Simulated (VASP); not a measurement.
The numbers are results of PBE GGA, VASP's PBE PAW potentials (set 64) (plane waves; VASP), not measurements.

The input files of a VASP run:

**INCAR**
```
# general
SYSTEM   =  Rb
PREC     =  Accurate
ENCUT    =  400
LREAL    =  .False.
LASPH    =  .True.

# electronic loop
EDIFF    =  1E-6
NELM     =  100
ALGO     =  Normal
LMAXMIX  =  4

# smearing
ISMEAR   =  1
SIGMA    =  0.1

# functional
GGA      =  PE

# ions
ISIF     =  2

# output
LWAVE    =  .False.
LCHARG   =  .False.
```

File KPOINTS:
```
K-points
0
gamma
 10 10 10
```

### POSCAR
```
Rb
1
   -2.8815000000     2.8815000000     2.8815000000
    2.8815000000    -2.8815000000     2.8815000000
    2.8815000000     2.8815000000    -2.8815000000
Rb
1
Direct
  0.0000000000   0.0000000000   0.0000000000
```

POTCAR, in this order: Rb_sv (PBE.64 set). Program: vasp_std.

What will the output report for the number of irreducible k-points (NKPTS), number of bands (NBANDS), largest plane-wave count, number of space-group operations, FFT grid (NGX, NGY, NGZ)?

| Property | Value |
|---|---|
| number of irreducible k-points (NKPTS) | 47 |
| number of bands (NBANDS) | 8 |
| largest plane-wave count | 1758 |
| number of space-group operations | 48 |
| FFT grid (NGX, NGY, NGZ) | 36 × 36 × 36 |

The compound is Rb in the bcc structure. The cell was not relaxed at this level. The run is one of a series of settings (KPOINTS 10×10×10 Γ-centred mesh against the base run), some of them coarse on purpose.
